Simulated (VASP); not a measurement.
Input:

```xyz
1
Lattice="-1.4972 1.4972 1.4972 1.4972 -1.4972 1.4972 1.4972 1.4972 -1.4972" Properties=species:S:1:pos:R:3 pbc="T T T"
V      0.0000     0.0000     0.0000
```

All values below come from PBE GGA, VASP's PBE PAW potentials (set 64) (plane waves; VASP). Numerical set-up: PREC = Normal, EDIFF = 1E-5, 400 eV cut-off, 20×20×20 Γ-centred mesh, first-order Methfessel-Paxton smearing of 0.10 eV, potentials V_sv.

### Question
What does the run give for the energy per atom (σ→0), band gap (on the k-mesh) with the smallest direct gap where there is one?

### Answer

```json
{
 "band gap (on the k-mesh)": "none (metal, semimetal or under 0.01 eV)",
 "energy per atom (σ→0)": "-8.991 eV/atom"
}
```

The absolute energy has meaning only against runs of the same code, potentials and settings.

The compound is V in the bcc structure. It was relaxed first. The run is not spin-polarised, so no magnetic state was tried.
